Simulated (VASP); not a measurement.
Given:

```
Zr
1.0
    1.60867    -2.78630     0.00000
    1.60867     2.78630     0.00000
    0.00000     0.00000     5.18554
Zr
2
Direct
  0.33333   0.66667   0.25000
  0.66667   0.33333   0.75000
```

Level of theory: vdW-DF-cx, VASP's PBE PAW potentials (set 64) (plane waves; VASP). Numerical set-up: 520 eV cut-off, 13×13×7 Γ-centred mesh, first-order Methfessel-Paxton smearing of 0.10 eV, potentials Zr_sv.

### Question
Give the stress tensor in GPa (positive for a compressed cell).

### Answer

```
-2.76   0.00   0.00
 0.00  -2.76   0.00
 0.00   0.00  -2.82
```
The pressure is its mean diagonal, -2.78 GPa.

The compound is Zr in the hcp structure. This cell is one point of a volume scan, at 1.03 of the reference volume.
